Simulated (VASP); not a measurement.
Consider the following.

```yaml
crystal:
  lattice:
    - [1.25530, -2.17424, 0.00000]
    - [1.25530, 2.17424, 0.00000]
    - [0.00000, 0.00000, 6.62384]
  atoms:
    - { symbol: B, position: [0.33333, 0.66667, 0.25000] }
    - { symbol: B, position: [0.66667, 0.33333, 0.75000] }
    - { symbol: N, position: [0.66667, 0.33333, 0.25000] }
    - { symbol: N, position: [0.33333, 0.66667, 0.75000] }
```

All values below come from optB88-vdW, VASP's PBE PAW potentials (set 64) (plane waves; VASP 6.6.1). Settings: 520 eV cut-off, 11×11×4 Γ-centred mesh, tetrahedra with Blöchl corrections, potentials B N.

The job: BN (hex), 4 atoms, optB88-vdW, static run, 520 eV, 11×11×4 Γ-centred mesh. Roughly how much core time does it take on a busy server core?

About 20 core-seconds (one run on a shared machine, a rough figure). It had 48 irreducible k-points, 12 bands, up to 991 plane waves and 13 electronic steps.

The compound is BN in the hex structure. It was relaxed first.
